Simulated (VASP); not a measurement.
Here is the system:

```xyz
4
Lattice="3.4879 0.0000 0.0000 -1.7439 3.0206 0.0000 0.0000 0.0000 5.8269" Properties=species:S:1:pos:R:3 pbc="T T T"
Be     0.0000     2.0137     0.0148
Be     1.7439     1.0069     2.9282
Te     0.0000     2.0137     2.1703
Te     1.7439     1.0069     5.0838
```

Calculation: PBEsol GGA, VASP's PBE PAW potentials (set 64) (plane waves; VASP). Settings: 500 eV cut-off, 7×7×4 Γ-centred mesh, Gaussian smearing of 0.050 eV, potentials Be Te.

Task: Estimate the energy per atom (σ→0), pressure.

Result: 
The energy per atom (σ→0) is -328.5 kJ/mol of atoms. The pressure comes out as 44.86 GPa.

The absolute energy has meaning only against runs of the same code, potentials and settings.

The structure was generated: BeTe was put into the wurtzite type (P6_3mc), which need not be its known phase. It was relaxed first under an external pressure of 45 GPa.
